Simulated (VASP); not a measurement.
The system is HfZrSe3.

```
Zr Hf Se
1.0
     3.29551    1.87092    6.42756
    -3.31970    1.92319    6.42440
     0.03317   -3.92618    6.46624
Zr Hf Se
2 2 6
Direct
  0.34239 0.35015 0.32408
  0.66430 0.66610 0.71106
  0.18079 0.13977 0.17488
  0.80190 0.82567 0.86552
  0.73305 0.41647 0.09885
  0.41535 0.08923 0.76271
  0.09485 0.75137 0.40000
  0.26054 0.59862 0.89212
  0.56936 0.93031 0.24412
  0.94306 0.24902 0.56787
```

The cell was built by a generator and needn't be a form met in nature.

```yaml
Program: VASP 6.6.1
Task: relaxation of cell and atoms
Functional: PBE
Potentials_or_basis: VASP PAW PBE potentials, release 64 (Zr_sv, Hf_pv, Se)
Cutoff: 520 eV
k_mesh: 4 × 4 × 4
Occupations: gaussian, width 0.15 eV
Spin: no spin polarisation
```

At the start: pressure 0.0 GPa; volume 24.80 Å³/atom.

**Question.** Where does the relaxation end?

**Answer.** Over 19 steps the energy falls by 127.2 meV/atom and the volume is 24.02 Å³/atom (-3.1 %); space group P-1 (No. 2, to 0.05 Å).

Step by step:
| step | energy change (eV) | largest force (eV/Å) | pressure (GPa) | volume (Å³) |
| --- | --- | --- | --- | --- |
| 1 | 0.0000 | 2.6052 | 0.05 | 248.03 |
| 2 | -0.8687 | 0.8934 | -2.29 | 248.24 |
| 3 | -0.9809 | 0.8794 | -2.76 | 248.32 |
| 4 | -1.0567 | 1.1462 | 3.75 | 231.56 |
| 5 | -1.1396 | 0.8751 | 0.77 | 238.25 |
| 6 | -1.2316 | 0.3280 | 0.11 | 239.50 |
| 7 | -1.2342 | 0.2631 | 0.01 | 239.76 |
| 8 | -1.2513 | 0.1639 | -0.04 | 239.98 |
| 9 | -1.2548 | 0.1827 | -0.07 | 240.15 |
| 10 | -1.2618 | 0.1197 | 0.12 | 239.84 |
| 11 | -1.2626 | 0.1230 | 0.20 | 239.69 |
| 12 | -1.2660 | 0.1161 | -0.26 | 240.96 |
| 13 | -1.2661 | 0.1137 | -0.30 | 241.07 |
| 14 | -1.2688 | 0.0780 | -0.16 | 240.69 |
| 15 | -1.2697 | 0.1184 | 0.04 | 240.20 |
| 16 | -1.2698 | 0.1072 | 0.02 | 240.27 |
| 17 | -1.2709 | 0.0683 | 0.00 | 240.26 |
| 18 | -1.2715 | 0.0361 | 0.00 | 240.23 |
| 19 | -1.2721 | 0.0274 | 0.00 | 240.24 |

Final structure:
```
Zr Hf Se
1.0
     3.33285    1.92277    6.28329
    -3.32051    1.92345    6.27901
     0.00767   -3.82668    6.27756
Zr Hf Se
2 2 6
Direct
  0.33582 0.33759 0.33499
  0.66578 0.66565 0.67296
  0.16964 0.16885 0.17312
  0.83193 0.83428 0.83496
  0.75626 0.41796 0.08780
  0.41698 0.08416 0.75890
  0.08000 0.75878 0.41893
  0.24452 0.58583 0.92095
  0.58369 0.91876 0.24966
  0.92095 0.24486 0.58893
```
